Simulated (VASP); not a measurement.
```
KCl
1.0
    0.00000     3.06830     3.06830
    3.06830     0.00000     3.06830
    3.06830     3.06830     0.00000
K Cl
1 1
Cartesian
  0.00000   0.00000   0.00000
  3.06830   3.06830   3.06830
```

The numbers are results of rev-vdW-DF2, VASP's PBE PAW potentials (set 64) (plane waves; VASP), not measurements. Settings: 520 eV cut-off, 7×7×7 Γ-centred mesh, Gaussian smearing of 0.050 eV, potentials K_sv Cl.

**Question.** Give the stress tensor in GPa (positive for a compressed cell).

**Answer.** 
```
1.39  0.00  0.00
0.00  1.39  0.00
0.00  0.00  1.39
```
The pressure is its mean diagonal, 1.39 GPa.

The compound is KCl in the rock salt structure. This cell is one point of a volume scan, at 0.94 of the reference volume.
